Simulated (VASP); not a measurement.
Level of theory: PW91 GGA, VASP's PBE PAW potentials (set 64) (plane waves; VASP).

The input files of a VASP run:

File POSCAR:
```
Al
1
    0.0000000000     1.9797067272     1.9797067272
    1.9797067272     0.0000000000     1.9797067272
    1.9797067272     1.9797067272     0.0000000000
Al
1
Direct
  1.0000000000   0.0000000000   1.0000000000
```

INCAR:
```
ALGO=Normal   ! blocked Davidson
ENCUT=520
ISIF=2
PREC=Accurate
LREAL=.FALSE.   ! projection in real space or not
LASPH=.TRUE.
NELM=100   ! most electronic steps
LWAVE=.FALSE.
SYSTEM=Al
GGA=91   ! PW91
LCHARG=.FALSE.
SIGMA=0.1
ISMEAR=1   ! Methfessel-Paxton
EDIFF=1E-7   ! SCF stop (eV)
```

### KPOINTS
```
K-points
0
Gamma
15 15 15
```

POTCAR, in this order: Al (PBE.64 set). Program: vasp_std.

Q: Estimate the energy per atom (σ→0), pressure, band gap (on the k-mesh).

A: 
```
Property                                                    Result
------------------------  ----------------------------------------
energy per atom (σ→0)                               -3.668 eV/atom
band gap (on the k-mesh)  none (metal, semimetal or under 0.01 eV)
pressure                                                 56.6 kbar
```

OSZICAR:
```
...
DAV:   5    -0.368702524762E+01   -0.88307E-06   -0.88293E-06  1620   0.153E-02    0.130E+00
DAV:   6    -0.367509059407E+01    0.11935E-01   -0.13780E-03  1405   0.289E-01    0.761E-01
DAV:   7    -0.366775202533E+01    0.73386E-02   -0.35071E-03  1360   0.526E-01    0.148E-01
DAV:   8    -0.366775514477E+01   -0.31194E-05   -0.38819E-05  1705   0.594E-02    0.125E-02
DAV:   9    -0.366775444904E+01    0.69573E-06   -0.37638E-07  1495   0.714E-03    0.107E-03
DAV:  10    -0.366775420679E+01    0.24225E-06   -0.68152E-09  1055   0.921E-04    0.125E-04
DAV:  11    -0.366775419167E+01    0.15122E-07   -0.48943E-10   825   0.205E-04
   1 F= -.36677542E+01 E0= -.36677407E+01  d E =-.404063E-04
```

The compound is Al in the fcc structure. This cell is one point of a volume scan, at 0.94 of the reference volume.
